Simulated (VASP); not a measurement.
# SCdClH in VASP: a series of runs

Aim: see how the results for SCdClH move with the level of theory and the settings. Levels: B3LYP+TS, SCAN+D4. Tasks: single point.

All numbers are computed with VASP 6.6.1; they aren't measurements. Logs are shortened: lines on timing, memory, paths and dates and some standing lists are left out, and cuts for length are marked.

**1. The structure**

The cell holds a molecule in a box, 4 atoms: a = 14.000 Å, b = 12.000 Å, c = 12.000 Å, α = 90.00°, β = 90.00°, γ = 90.00°.

**2. Single point, B3LYP+TS**

Input file POSCAR:

```
CdHSCl
1.0
   14.0000000000      0.0000000000      0.0000000000
    0.0000000000     12.0000000000      0.0000000000
    0.0000000000      0.0000000000     12.0000000000
S Cd Cl H
1 1 1 1
Cartesian
    4.9716500400      6.1404999600      5.4959000400
    7.0407499400      5.4692000400      6.3138000000
    9.0543500600      4.7838999600      7.1285000400
    5.4705499800      7.2581000400      4.9395000000
```

Input file INCAR.step1:

```
SYSTEM = CdHSCl
PREC = Accurate
ENCUT = 520
EDIFF = 1E-5
ISMEAR = 0
SIGMA = 0.01
LREAL = .FALSE.
LASPH = .TRUE.
NELM = 100
ALGO = Normal
ISIF = 2
LWAVE = .TRUE.
LCHARG = .FALSE.
GGA = PE
```

Input file INCAR.step2:

```
SYSTEM = CdHSCl
PREC = Accurate
ENCUT = 520
EDIFF = 1E-6
ISMEAR = 0
SIGMA = 0.01
LREAL = .FALSE.
LASPH = .TRUE.
NELM = 100
ALGO = Normal
ISIF = 2
LWAVE = .FALSE.
LCHARG = .FALSE.
GGA = B3
LHFCALC = .TRUE.
AEXX = 0.2
AGGAX = 0.72
AGGAC = 0.81
ALDAC = 0.19
PRECFOCK = Normal
IVDW = 2
ISTART = 1
```

Input file KPOINTS:

```
regular mesh
0
G
  1 1 1
  0 0 0
```

Potentials or basis: VASP PAW PBE potentials, release 64 (S, Cd, Cl, H).

Command:

```sh
$ cat potpaw_PBE.64/S/POTCAR potpaw_PBE.64/Cd/POTCAR potpaw_PBE.64/Cl/POTCAR potpaw_PBE.64/H/POTCAR > POTCAR
$ cp INCAR.step1 INCAR
$ mpirun -np 1 vasp_gam > vasp.out
$ cp INCAR.step2 INCAR
$ mpirun -np 1 vasp_gam > vasp.out
```

OUTCAR:

```text
SYSTEM = CdHSCl
   PREC = Accurate
   ENCUT = 520
   EDIFF = 1E-6
   ISMEAR = 0
   LREAL = .FALSE.
   LASPH = .TRUE.
   NELM = 100
   ISIF = 2
   GGA = B3
   LHFCALC = .TRUE.
   AEXX = 0.2
   PRECFOCK = Normal
   IVDW = 2
   ISTART = 1
  IVDW =   2

 ion  position               nearest neighbor table
   1  0.355  0.512  0.458-   4 1.34   2 2.32
   2  0.503  0.456  0.526-   3 2.28   1 2.32
   3  0.647  0.399  0.594-   2 2.28
   4  0.391  0.605  0.412-   1 1.34

  LATTYP: Found a simple tetragonal cell.
 ALAT       =    12.0000000000
 C/A-ratio  =     1.1666666667

  Lattice vectors:

 A1 = (   0.0000000000,  12.0000000000,   0.0000000000)
 A2 = (   0.0000000000,   0.0000000000,  12.0000000000)
 A3 = (  14.0000000000,   0.0000000000,   0.0000000000)

Analysis of symmetry for initial positions (statically):
=====================================================================
 Subroutine PRICEL returns:
 Original cell was already a primitive cell.

 Routine SETGRP: Setting up the symmetry group for a
 simple tetragonal supercell.

 Subroutine GETGRP returns: Found  1 space group operations
 (whereof  1 operations were pure point group operations)
 out of a pool of 16 trial point group operations.

The static configuration has the point symmetry C_1 .

Analysis of symmetry for dynamics (positions and initial velocities):
=====================================================================
 Subroutine PRICEL returns:
 Original cell was already a primitive cell.

 Routine SETGRP: Setting up the symmetry group for a
 simple tetragonal supercell.

 Subroutine GETGRP returns: Found  1 space group operations
 (whereof  1 operations were pure point group operations)
 out of a pool of 16 trial point group operations.

The dynamic configuration has the point symmetry C_1 .

 Subroutine INISYM returns: Found  1 space group operations
 (whereof  1 operations are pure point group operations),
 and found     1 'primitive' translations

----------------------------------------------------------------------------------------

                                     Primitive cell

  volume of cell :    2016.0000

  direct lattice vectors                    reciprocal lattice vectors
    14.000000000  0.000000000  0.000000000     0.071428571  0.000000000  0.000000000
     0.000000000 12.000000000  0.000000000     0.000000000  0.083333333  0.000000000
[... 81 lines left out ...]
   EFERMI_NEDOS =   21; number of points for ismear=-14 and -15
   IALGO  =     38    algorithm
   IMIX   =      1    mixing-type and parameters
     AMIX     =   0.40;   BMIX     =  1.00
     AMIX_MAG =   1.60;   BMIX_MAG =  1.00
  volume/ion in A,a.u.               =     504.00      3401.16
  Fermi-wavevector in a.u.,A,eV,Ry     =   0.383916  0.725495  2.005379  0.147391
  Thomas-Fermi vector in A             =   1.321210
   LORBIT       =      0    0 simple, 1 ext, 2 COOP (PROOUT), +10 PAW based schemes
   GGA     = B3    functional components
   LHFCALC =     T    Hartree Fock is set to
   PRECFOCK=normal    Normal, Fast or Accurate (Low or Medium for compatibility)
   ENCUT4O =  -1.0   cutoff for four orbital integrals eV
   NKREDX  =     1    reduce k-point grid by
   NKREDY  =     1    reduce k-point grid by
   NKREDZ  =     1    reduce k-point grid by
   AEXX    =    0.2000 exact exchange contribution
   HFSCREEN=    0.0000 screening length (either q_TF or 0.3 A-1)
   HFSCREENC=   0.0000 screening length for correlation (either q_TF or 0.3 A-1)
   ENCUTFOCK=  -1.0 apply spherical cutoff to Coloumb kernel
   IVDW    =     2    specifies the selected vdW correction
   LEPSILON=     F    determine dielectric tensor
   LRPA    =     F    only Hartree local field effects (RPA)
 non-spin polarized calculation
 Gauss-broadening in eV      SIGMA  =   0.01
  energy-cutoff  :      520.00
  volume of cell :     2016.00
 maximum number of plane-waves:     27133
 NGX is ok and might be reduce to   108
  NGX = 80; NGY = 70; NGZ = 70

 number of electron      25.9999999 magnetization

 Free energy of the ion-electron system (eV)
  ---------------------------------------------------
  ext. energy  EPLUGINS =         0.00000000
  ---------------------------------------------------
  free energy    TOTEN  =       -13.90859099 eV

  energy without entropy =      -13.90859099  energy(sigma->0) =      -13.90859099

 E-fermi :  -7.0050     XC(G=0):  -0.6208

 val. band max:       -7.1136048146   @ k =   0.0000   0.0000   0.0000
 cond. band min:      -1.8494295386   @ k =   0.0000   0.0000   0.0000
 fundamental gap:      5.2641752760
 Fermi energy:        -7.0049552867

 k-point     1 :       0.0000    0.0000    0.0000
  band No.  band energies     occupation
      1     -21.5776      2.00000
      2     -19.6750      2.00000
      3     -15.4474      2.00000
      4     -15.3429      2.00000
      5     -15.3255      2.00000
      6     -15.2715      2.00000
[... 9 lines left out ...]
     16      -0.5207      0.00000
     17      -0.0350      0.00000

------------------------ aborting loop because EDIFF is reached ----------------------------------------

  Hirshfeld charges:
            ion         q(e)
   ------------------------------
      1     S       -0.21108574
      2     Cd       0.48928576
      3     Cl      -0.30307158
      4     H        0.02487155

  Tkatchenko/Scheffler method for vdW energy calculation

  Number of pair interactions contributing to vdW energy:    2599

  Edisp (eV):   -0.02281

  FORCE on cell =-STRESS in cart. coord.  units (eV):
  Direction    XX          YY          ZZ          XY          YZ          ZX
  --------------------------------------------------------------------------------------
  -------------------------------------------------------------------------------------
  Total       1.20759    -0.01528     0.10730    -0.54759    -0.17219     0.59919
  in kB       0.95971    -0.01214     0.08527    -0.43519    -0.13684     0.47620
  external pressure =        0.34 kB  Pullay stress =        0.00 kB

 VOLUME and BASIS-vectors are now :
 -----------------------------------------------------------------------------
  energy-cutoff  :      520.00
  volume of cell :     2016.00
      direct lattice vectors                 reciprocal lattice vectors
    14.000000000  0.000000000  0.000000000     0.071428571  0.000000000  0.000000000
     0.000000000 12.000000000  0.000000000     0.000000000  0.083333333  0.000000000
     0.000000000  0.000000000 12.000000000     0.000000000  0.000000000  0.083333333

 POSITION                                       TOTAL-FORCE (eV/Angst)
 -----------------------------------------------------------------------------------
      4.97165      6.14050      5.49590        -0.259045      0.198403     -0.169718
      7.04075      5.46920      6.31380        -0.001637     -0.008978      0.004899
      9.05435      4.78390      7.12850         0.337411     -0.121701      0.141266
      5.47055      7.25810      4.93950        -0.076729     -0.067724      0.023554
 -----------------------------------------------------------------------------------
    total drift:                                0.000234      0.000194     -0.000038

  FREE ENERGIE OF THE ION-ELECTRON SYSTEM (eV)
  ---------------------------------------------------
  free  energy   TOTEN  =       -13.9314002565 eV

  energy  without entropy=      -13.9314002565  energy(sigma->0) =      -13.93140026
```

OUTCAR.step1:

```text
SYSTEM = CdHSCl
   PREC = Accurate
   ENCUT = 520
   EDIFF = 1E-5
   ISMEAR = 0
   LREAL = .FALSE.
[... 226 lines left out ...]
      7.04075      5.46920      6.31380        -0.023436      0.037606     -0.027248
      9.05435      4.78390      7.12850         0.211927     -0.081476      0.091728
      5.47055      7.25810      4.93950         0.087106      0.149411     -0.070887
 -----------------------------------------------------------------------------------
    total drift:                               -0.000099     -0.000272     -0.000320

  FREE ENERGIE OF THE ION-ELECTRON SYSTEM (eV)
  ---------------------------------------------------
  free  energy   TOTEN  =       -11.4639000374 eV

  energy  without entropy=      -11.4639000374  energy(sigma->0) =      -11.46390004
```

OSZICAR.step1:

```text
N       E                     dE             d eps       ncg     rms          rms(c)
DAV:   1     0.291894544037E+03    0.29189E+03   -0.54987E+03    34   0.879E+02
DAV:   2     0.813624584583E+02   -0.21053E+03   -0.19650E+03    52   0.147E+02
DAV:   3    -0.641516261556E+01   -0.87778E+02   -0.87559E+02    44   0.126E+02
[... 13 lines left out ...]
DAV:  17    -0.114636804333E+02   -0.10406E-03   -0.19957E-05    36   0.204E-02    0.865E-03
DAV:  18    -0.114638127358E+02   -0.13230E-03   -0.75498E-06    28   0.114E-02    0.446E-03
DAV:  19    -0.114638558842E+02   -0.43148E-04   -0.37167E-06    36   0.711E-03    0.437E-03
DAV:  20    -0.114638906821E+02   -0.34798E-04   -0.24764E-06    27   0.554E-03    0.194E-03
DAV:  21    -0.114639000374E+02   -0.93552E-05   -0.54966E-07    36   0.306E-03
   1 F= -.11463900E+02 E0= -.11463900E+02  d E =-.152944E-19
```

Run time: 24 min. Hardware: 1 thread of AMD EPYC, shared host; peak memory 1.5 GiB.

What came out:

- Free energy: -13.9314 eV
- Largest force: 0.386 eV/Å
- Gap between the frontier levels: 5.26 eV
- Hirshfeld charges: S -0.21; Cd +0.49; Cl -0.30; H +0.02 e
- Dispersion energy per atom: -0.006 eV

Forces in eV/Å, atoms in the order of the input:
```
S   -0.259  0.198 -0.170
Cd  -0.002 -0.009  0.005
Cl   0.337 -0.122  0.141
H   -0.077 -0.068  0.024
```

Caveat: the PAW data sets were made with another functional, which shifts forces and pressure a little.

**3. Single point, SCAN+D4**

Input file INCAR:

```
SYSTEM = CdHSCl
ALGO = Normal
EDIFF = 1E-6
ENCUT = 400
ISIF = 2
ISMEAR = 0
IVDW = 13
LASPH = .TRUE.
LCHARG = .TRUE.
LELF = .TRUE.
LMIXTAU = .TRUE.
LREAL = .FALSE.
LVACPOTAV = .TRUE.
LVHAR = .TRUE.
LWAVE = .FALSE.
METAGGA = SCAN
NBANDS = 21
NELM = 80
PREC = Accurate
SIGMA = 0.01
```

Input file KPOINTS:

```
k-points
0
G
  1 1 1
  0 0 0
```

POSCAR is that of step 2.

Potentials or basis: VASP PAW PBE potentials, release 64 (S, Cd, Cl, H_s).

Command:

```sh
$ cat potpaw_PBE.64/S/POTCAR potpaw_PBE.64/Cd/POTCAR potpaw_PBE.64/Cl/POTCAR potpaw_PBE.64/H_s/POTCAR > POTCAR
$ mpirun -np 1 vasp_gam > vasp.out
```

OUTCAR:

```text
SYSTEM = CdHSCl
   EDIFF = 1E-6
   ENCUT = 400
   ISIF = 2
   ISMEAR = 0
   IVDW = 13
   LASPH = .TRUE.
   LREAL = .FALSE.
   METAGGA = SCAN
   NELM = 80
   PREC = Accurate

 ion  position               nearest neighbor table
   1  0.355  0.512  0.458-   4 1.34   2 2.32
   2  0.503  0.456  0.526-   3 2.28   1 2.32
   3  0.647  0.399  0.594-   2 2.28
   4  0.391  0.605  0.412-   1 1.34

  LATTYP: Found a simple tetragonal cell.
 ALAT       =    12.0000000000
 C/A-ratio  =     1.1666666667

  Lattice vectors:

 A1 = (   0.0000000000,  12.0000000000,   0.0000000000)
 A2 = (   0.0000000000,   0.0000000000,  12.0000000000)
 A3 = (  14.0000000000,   0.0000000000,   0.0000000000)

Analysis of symmetry for initial positions (statically):
=====================================================================
 Subroutine PRICEL returns:
 Original cell was already a primitive cell.

 Routine SETGRP: Setting up the symmetry group for a
 simple tetragonal supercell.

 Subroutine GETGRP returns: Found  1 space group operations
 (whereof  1 operations were pure point group operations)
 out of a pool of 16 trial point group operations.

The static configuration has the point symmetry C_1 .

Analysis of symmetry for dynamics (positions and initial velocities):
=====================================================================
 Subroutine PRICEL returns:
 Original cell was already a primitive cell.

 Routine SETGRP: Setting up the symmetry group for a
 simple tetragonal supercell.

 Subroutine GETGRP returns: Found  1 space group operations
 (whereof  1 operations were pure point group operations)
 out of a pool of 16 trial point group operations.
[... 95 lines left out ...]
   EFERMI =   0.00;   METHOD = LEGACY
   ISMEAR =     0;   SIGMA  =   0.01  broadening in eV -4-tet -1-fermi 0-gaus
   EFERMI_NEDOS =   21; number of points for ismear=-14 and -15
   IALGO  =     38    algorithm
   IMIX   =      4    mixing-type and parameters
     AMIX     =   0.40;   BMIX     =  1.00
     AMIX_MAG =   1.60;   BMIX_MAG =  1.00
  volume/ion in A,a.u.               =     504.00      3401.16
  Fermi-wavevector in a.u.,A,eV,Ry     =   0.383916  0.725495  2.005379  0.147391
  Thomas-Fermi vector in A             =   1.321210
   LORBIT       =      0    0 simple, 1 ext, 2 COOP (PROOUT), +10 PAW based schemes
   METAGGA = SCAN    functional components
   LHFCALC =     F    Hartree Fock is set to
   AEXX    =    0.0000 exact exchange contribution
   IVDW    =    13    specifies the selected vdW correction
   LEPSILON=     F    determine dielectric tensor
   LRPA    =     F    only Hartree local field effects (RPA)
 non-spin polarized calculation
 Gauss-broadening in eV      SIGMA  =   0.01
  energy-cutoff  :      400.00
  volume of cell :     2016.00
 maximum number of plane-waves:     18303
 NGX is ok and might be reduce to    90
   NGX = 45   NGY = 39   NGZ = 39

 number of electron      26.0000017 magnetization

 Free energy of the ion-electron system (eV)
  ---------------------------------------------------
  ext. energy  EPLUGINS =         0.00000000
  ---------------------------------------------------
  free energy    TOTEN  =       -52.72183539 eV

  energy without entropy =      -52.72183539  energy(sigma->0) =      -52.72183539

 E-fermi :  -6.3656     XC(G=0):  -0.6112

 val. band max:       -6.4232586543   @ k =   0.0000   0.0000   0.0000
 cond. band min:      -2.1769957566   @ k =   0.0000   0.0000   0.0000
 fundamental gap:      4.2462628978
 Fermi energy:        -6.3656455471

 k-point     1 :       0.0000    0.0000    0.0000
  band No.  band energies     occupation
      1     -20.5320      2.00000
      2     -18.6822      2.00000
      3     -14.1819      2.00000
      4     -14.0315      2.00000
      5     -13.9953      2.00000
      6     -13.9151      2.00000
[... 13 lines left out ...]
     20       0.9948      0.00000
     21       1.0987      0.00000

------------------------ aborting loop because EDIFF is reached ----------------------------------------

  DFT-D4 for vdW energy calculation

  Edisp (eV):   -0.01343

  FORCE on cell =-STRESS in cart. coord.  units (eV):
  Direction    XX          YY          ZZ          XY          YZ          ZX
  --------------------------------------------------------------------------------------
  -------------------------------------------------------------------------------------
  Total      -0.25003    -0.26147    -0.20725     0.03089     0.07071    -0.05468
  in kB      -0.19871    -0.20780    -0.16471     0.02455     0.05620    -0.04345
  external pressure =       -0.19 kB  Pullay stress =        0.00 kB

 VOLUME and BASIS-vectors are now :
 -----------------------------------------------------------------------------
  energy-cutoff  :      400.00
  volume of cell :     2016.00
      direct lattice vectors                 reciprocal lattice vectors
    14.000000000  0.000000000  0.000000000     0.071428571  0.000000000  0.000000000
     0.000000000 12.000000000  0.000000000     0.000000000  0.083333333  0.000000000
     0.000000000  0.000000000 12.000000000     0.000000000  0.000000000  0.083333333

 POSITION                                       TOTAL-FORCE (eV/Angst)
 -----------------------------------------------------------------------------------
      4.97165      6.14050      5.49590         0.061397      0.039709     -0.018846
      7.04075      5.46920      6.31380        -0.031038      0.040571     -0.043500
      9.05435      4.78390      7.12850        -0.007280      0.002841      0.011297
      5.47055      7.25810      4.93950        -0.023079     -0.083120      0.051049
 -----------------------------------------------------------------------------------
    total drift:                                0.035137      0.003414     -0.022426

  FREE ENERGIE OF THE ION-ELECTRON SYSTEM (eV)
  ---------------------------------------------------
  free  energy   TOTEN  =       -52.7352678298 eV

  energy  without entropy=      -52.7352678298  energy(sigma->0) =      -52.73526783
```

stdout:

```text
POSCAR found type information on POSCAR S CdClH
 POSCAR found :  4 types and       4 ions
 scaLAPACK will be used
 -----------------------------------------------------------------------------
|                                                                             |
|                                                                             |
|     You enforced a specific xc type in the INCAR file but a different       |
|     I HOPE YOU KNOW WHAT YOU ARE DOING!                                     |
|                                                                             |
 -----------------------------------------------------------------------------

 LDA part: xc-table for (None), standard interpolation
 POSCAR, INCAR and KPOINTS ok, starting setup
 FFT: planning ... GRIDC
 FFT: planning ... GRID_SOFT
 FFT: planning ... GRID
 WAVECAR not read
 entering main loop
```

It took 22 min on 1 thread of AMD EPYC, shared host; peak memory 1.3 GiB.

Results:

```yaml
Free_energy: -52.7353 eV
Largest_force: 0.100 eV/Å
Gap_between_the_frontier_levels: 4.25 eV
Dispersion_energy_per_atom: -0.003 eV
```

Forces on the atoms (eV/Å):
```
S    0.061  0.040 -0.019
Cd  -0.031  0.041 -0.043
Cl  -0.007  0.003  0.011
H   -0.023 -0.083  0.051
```

Levels at points of the mesh, in eV from the valence-band top:
```tsv
k point	band 11	band 12	band 13	band 14	band 15	band 16
(0.00, 0.00, 0.00)	-1.13	-1.09	0.00	4.25	5.38	5.75
```

Caveat: the PAW data sets were made with another functional, which shifts forces and pressure a little. SCAN opens gaps a little over a GGA but as a rule still falls short of measured ones.
